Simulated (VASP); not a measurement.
## Sr₂HN (space group R-3m): computed properties

Method: LDA (Ceperley-Alder, Perdew-Zunger), VASP's LDA PAW potentials (set 64) (plane waves; VASP 6.6.1).

- space group = R-3m (166)
- cell = a = b = 3.732 Å, c = 18.512 Å, α = β = 90.00°, γ = 120.00°
- volume per atom = 18.60 Å³/atom
- band gap (over mesh and band path) = 1.71 eV
- smallest direct gap (over mesh and band path) = 1.77 eV
- band-edge character without spin-orbit coupling = indirect, T-H2 at 0.73 to L
- band gap with spin-orbit coupling = 1.72 eV
- density = 4.25 g/cm³

```cif
data_H3N3Sr6
_chemical_formula_sum 'Sr6 H3 N3'
_space_group_name_H-M_alt 'R-3m :H'
_space_group_IT_number 166
_space_group_name_Hall '-R 3 2"'
_cell_length_a 3.73173
_cell_length_b 3.73173
_cell_length_c 18.51208
_cell_angle_alpha 90.000
_cell_angle_beta 90.000
_cell_angle_gamma 120.000
loop_
_atom_site_label
_atom_site_type_symbol
_atom_site_symmetry_multiplicity
_atom_site_Wyckoff_symbol
_atom_site_fract_x
_atom_site_fract_y
_atom_site_fract_z
_atom_site_occupancy
Sr1 Sr 6 c 0.00000 0.00000 0.23960 1
H1 H 3 a 0.00000 0.00000 0.00000 1
N1 N 3 b 0.00000 0.00000 0.50000 1
```
(The calculation used a cell of 4 atoms; values per cell refer to that cell.)

The path is coarsely sampled, so an indirect gap can come out somewhat too large.

The structure comes from a computed database's Sr2HN entry (R-3m); how it stands against other phases isn't given here. It was relaxed first, which changed the volume by -6 %. Symmetry was kept, so distortions that lower it aren't found.
